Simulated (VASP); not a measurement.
Take AlP (zinc blende), with a static lattice, in VASP with PAW potentials, and its bulk modulus.

Q: One run gives 79.1 GPa. Which level is it?
A. PBE-D4
B. optB88-vdW
C. RPBE
D. PBE-D3(BJ)

A: C, RPBE.  The others give 88.7 (PBE-D3(BJ)), 89.2 (PBE-D4), 83.8 (optB88-vdW).

Only levels that ran to the end are used. Left out are those held back, those with too coarse a band path, GW runs whose mesh misses a band edge, hybrids' fits of cells that aren't cubic and levels without matching references; a question may draw on a part of the rest.

The compound is AlP in the zinc blende structure.
